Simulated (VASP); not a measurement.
Input:

```yaml
crystal:
  lattice:
    - [0.00000, 2.37117, 2.37117]
    - [2.37117, 0.00000, 2.37117]
    - [2.37117, 2.37117, 0.00000]
  atoms:
    - { symbol: B, position: [0.00000, 0.00000, 0.00000] }
    - { symbol: As, position: [0.25000, 0.25000, 0.25000] }
```

These are LDA (Ceperley-Alder, Perdew-Zunger), VASP's LDA PAW potentials (set 64) (plane waves; VASP 6.6.1) values and carry that method's errors. Settings: 520 eV cut-off, 11×11×11 Γ-centred mesh, tetrahedra with Blöchl corrections, potentials B As.

Task: What does the run give for the energy per atom (σ→0)?

Result: 
```json
{
  "energy per atom (σ→0)": "-6.463 eV/atom"
}
```

The absolute energy has meaning only against runs of the same code, potentials and settings.

The compound is BAs in the zinc blende structure. It was relaxed first.
